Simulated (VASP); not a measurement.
An input for Quantum ESPRESSO's pw.x (written as the equivalent of a VASP run, and not itself run):

```
&CONTROL
  calculation = 'scf'
  pseudo_dir = './pseudo'
  outdir = './out'
  tprnfor = .true.
  tstress = .true.
/
&SYSTEM
  ibrav = 0
  nat = 2
  ntyp = 2
  ecutwfc = 80
  occupations = 'tetrahedra'
  input_dft = 'pz'
/
&ELECTRONS
  conv_thr = 7.3e-09
  electron_maxstep = 100
/
ATOMIC_SPECIES
  B 10.810 B.upf
  As 74.922 As.upf
CELL_PARAMETERS angstrom
     0.0000000    2.3711730    2.3711730
     2.3711730    0.0000000    2.3711730
     2.3711730    2.3711730    0.0000000
ATOMIC_POSITIONS crystal
  B    0.0000000  0.0000000  0.0000000
  As   0.2500000  0.2500000  0.2500000
K_POINTS automatic
  11 11 11 0 0 0
```

Q: Translate this input to VASP (INCAR, KPOINTS, POSCAR, choice of POTCAR).

A: One answer among several that fit: 
### INCAR
```
LREAL = .FALSE.
ISMEAR = -5   # tetrahedra, Bloechl
NEDOS = 601
LWAVE = .FALSE.
SYSTEM = BAs
ENCUT = 520   # plane-wave cut-off (eV)
ISIF = 2   # forces and stress, cell fixed
LCHARG = .TRUE.
LASPH = .TRUE.
ALGO = Normal
NELM = 100
EDIFF = 1E-7   # SCF stop (eV)
LMAXMIX = 4   # l cut-off of mixed one-centre charges
PREC = Accurate
LORBIT = 11   # lm-projected
```

KPOINTS:
```
Regular mesh
0
gamma
11 11 11
0 0 0
```

**POSCAR**
```
BAs
1
    0.0000000000     2.3711729937     2.3711729937
    2.3711729937     0.0000000000     2.3711729937
    2.3711729937     2.3711729937     0.0000000000
B As
1 1
Direct
  0.0000000000   0.0000000000   0.0000000000
  0.2500000000   0.2500000000   0.2500000000
```

POTCAR, in this order: B As (LDA.64 set). Program: vasp_std.

Limits of the translation: the potentials are each code's own (VASP's PAW set, PseudoDojo norm-conserving files in pw.x), so ENCUT and ecutwfc are chosen apart and not converted; conv_thr bounds pw.x's estimated SCF error, while EDIFF bounds the energy change between steps.

The compound is BAs in the zinc blende structure. It was relaxed first.
